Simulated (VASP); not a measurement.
Consider the following.

```yaml
crystal:
  lattice:
    - [0.00000, 2.35668, 2.35668]
    - [2.35668, 0.00000, 2.35668]
    - [2.35668, 2.35668, 0.00000]
  atoms:
    - { symbol: Zr, position: [0.00000, 0.00000, 0.00000] }
    - { symbol: C, position: [0.50000, 0.50000, 0.50000] }
```

The numbers are results of r2SCAN meta-GGA with spin-orbit coupling, VASP's PBE PAW potentials (set 64) (plane waves; VASP), not measurements. Settings: 520 eV cut-off, 12×12×12 Γ-centred mesh, Gaussian smearing of 0.050 eV, potentials Zr_sv C.

The job: ZrC (rock salt), 2 atoms, r2SCAN+SOC, static run, 520 eV, 12×12×12 Γ-centred mesh. Roughly how much core time does it take on a busy server core?

About 10 core-minutes (one run on a shared machine, a rough figure). It had 72 irreducible k-points, 24 bands, up to 1450 plane waves and 19 electronic steps.

The compound is ZrC in the rock salt structure. It was relaxed first.
